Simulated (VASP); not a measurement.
Computed with PBEsol GGA, VASP's PBE PAW potentials (set 64) (plane waves; VASP 6.6.1).

VASP input:

POSCAR:
```
Cu
1
    0.0000000000     2.5145640000     2.5145640000
    2.5145640000     0.0000000000     2.5145640000
    2.5145640000     2.5145640000     0.0000000000
Cu
2
Direct
  0.7500000000   0.7500000000   0.7500000000
  0.5000000000   0.5000000000   0.5000000000
```

**KPOINTS**
```
Automatic mesh
0
Gamma
11 11 11
0 0 0
```

**INCAR**
```
SYSTEM = Cu
PREC = Accurate
ENCUT = 400
EDIFF = 1E-6
NELM = 100
ALGO = Normal
LREAL = .FALSE.
LASPH = .TRUE.
ISMEAR = 1
SIGMA = 0.1
GGA = PS
LMAXMIX = 4
LWAVE = .FALSE.
LCHARG = .FALSE.
IBRION = 2
ISIF = 3
NSW = 60
EDIFFG = -0.01
```

POTCAR, in this order: Cu (PBE.64 set). Program: vasp_std.

What VASP printed:

**OSZICAR**
```
       N       E                     dE             d eps       ncg     rms          rms(c)
DAV:   1     0.125679670068E+03    0.12568E+03   -0.91962E+03  1696   0.200E+03
DAV:   2    -0.354012090132E+01   -0.12922E+03   -0.12410E+03  1680   0.301E+02
DAV:   3    -0.764545753694E+01   -0.41053E+01   -0.40198E+01  2023   0.893E+01
DAV:   4    -0.768322246058E+01   -0.37765E-01   -0.37759E-01  1876   0.820E+00
DAV:   5    -0.768397136220E+01   -0.74890E-03   -0.74889E-03  2377   0.104E+00    0.110E+01
DAV:   6    -0.717260868556E+01    0.51136E+00   -0.21643E+01  1995   0.118E+02    0.659E+00
DAV:   7    -0.612935921575E+01    0.10432E+01   -0.46144E+00  1995   0.528E+01    0.542E-01
DAV:   8    -0.612536912874E+01    0.39901E-02   -0.97265E-02  2448   0.602E+00    0.858E-01
DAV:   9    -0.611543963313E+01    0.99295E-02   -0.47247E-02  2100   0.521E+00    0.130E-01
DAV:  10    -0.611525256572E+01    0.18707E-03   -0.10451E-03  2434   0.688E-01    0.380E-02
DAV:  11    -0.611523224072E+01    0.20325E-04   -0.73820E-05  2452   0.176E-01    0.361E-03
DAV:  12    -0.611523185572E+01    0.38500E-06   -0.22791E-06  1210   0.298E-02
   1 F= -.61152319E+01 E0= -.61149647E+01  d E =-.611523E+01
       N       E                     dE             d eps       ncg     rms          rms(c)
DAV:   1    -0.152388444277E+02   -0.91236E+01   -0.16929E+02  1694   0.363E+02    0.215E+01
DAV:   2    -0.749050785206E+01    0.77483E+01   -0.52094E+01  1869   0.153E+02    0.487E+00
DAV:   3    -0.663231392424E+01    0.85819E+00   -0.70327E+00  1869   0.639E+01    0.483E+00
DAV:   4    -0.628421132940E+01    0.34810E+00   -0.14168E+00  1890   0.279E+01    0.138E+00
DAV:   5    -0.622748255565E+01    0.56729E-01   -0.33629E-01  2114   0.137E+01    0.209E-01
DAV:   6    -0.622650734486E+01    0.97521E-03   -0.67506E-03  2396   0.181E+00    0.199E-02
DAV:   7    -0.622649935748E+01    0.79874E-05   -0.71557E-05  2014   0.854E-02    0.140E-02
DAV:   8    -0.622649770031E+01    0.16572E-05   -0.67668E-06  1790   0.527E-02    0.671E-03
DAV:   9    -0.622649678697E+01    0.91334E-06   -0.34829E-06  1344   0.402E-02
   2 F= -.62264968E+01 E0= -.62259308E+01  d E =-.111265E+00
       N       E                     dE             d eps       ncg     rms          rms(c)
DAV:   1    -0.667178435511E+01   -0.44529E+00   -0.57528E+00  1743   0.558E+01    0.584E+00
DAV:   2    -0.653894636831E+01    0.13284E+00   -0.56749E+00  1904   0.584E+01    0.356E+00
DAV:   3    -0.623908542593E+01    0.29986E+00   -0.13488E+00  1932   0.277E+01    0.602E-01
DAV:   4    -0.623398208547E+01    0.51033E-02   -0.24320E-02  2219   0.260E+00    0.320E-01
DAV:   5    -0.623177270360E+01    0.22094E-02   -0.97132E-03  2044   0.231E+00    0.146E-02
DAV:   6    -0.623178265387E+01   -0.99503E-05   -0.10344E-04  1750   0.105E-01    0.666E-03
DAV:   7    -0.623178034417E+01    0.23097E-05   -0.13507E-06  1236   0.239E-02    0.218E-03
DAV:   8    -0.623178088384E+01   -0.53967E-06   -0.64076E-07   889   0.182E-02
   3 F= -.62317809E+01 E0= -.62312599E+01  d E =-.116549E+00
```

### OUTCAR
```
------------------------ aborting loop because EDIFF is reached ----------------------------------------
  FORCE on cell =-STRESS in cart. coord.  units (eV):
  Direction    XX          YY          ZZ          XY          YZ          ZX
  --------------------------------------------------------------------------------------
  Total        0.0191705      0.0191705      0.0191705      0.0000000     -0.0000000     -0.0000000
  in kB        0.8580103      0.8580103      0.8580103      0.0000000     -0.0000000     -0.0000000
  external PRESSURE =       0.8580103 kB  Pullay stress =       0.0000000 kB
  volume of cell :       35.80
      direct lattice vectors                 reciprocal lattice vectors
     0.000000000  2.615814332  2.615814332    -0.191145065  0.191145065  0.191145065
     2.615814332  0.000000000  2.615814332     0.191145065 -0.191145065  0.191145065
     2.615814332  2.615814332 -0.000000000     0.191145065  0.191145065 -0.191145065
 POSITION                                       TOTAL-FORCE (eV/Angst)
 -----------------------------------------------------------------------------------
      3.92372      3.92372      3.92372         0.000000      0.000000      0.000000
      2.61581      2.61581      2.61581        -0.000000     -0.000000     -0.000000
 -----------------------------------------------------------------------------------
    total drift:                               -0.000000      0.000000      0.000000
  FREE ENERGIE OF THE ION-ELECTRON SYSTEM (eV)
  ---------------------------------------------------
  free  energy   TOTEN  =        -6.2317808838 eV

  energy  without entropy=       -6.2302178100  energy(sigma->0) =       -6.23125986

 reached required accuracy - stopping structural energy minimisation
```
(Selected blocks of OUTCAR.)

CONTCAR:
```
Cu
   1.00000000000000
     0.0000000000000000    2.6158143318020040    2.6158143318020040
     2.6158143318020040    0.0000000000000000    2.6158143318020040
     2.6158143318020040    2.6158143318020040   -0.0000000000000000
  Cu
     2
Direct
     0.7500000000000000    0.7500000000000000    0.7500000000000000
     0.5000000000000000    0.5000000000000000    0.5000000000000000
```

Energy and stress use the plane-wave basis of the starting cell.

The structure was generated: Cu was put into the diamond type (Fd-3m), which need not be its known phase. This run relaxes it. Symmetry was kept, so distortions that lower it aren't found.
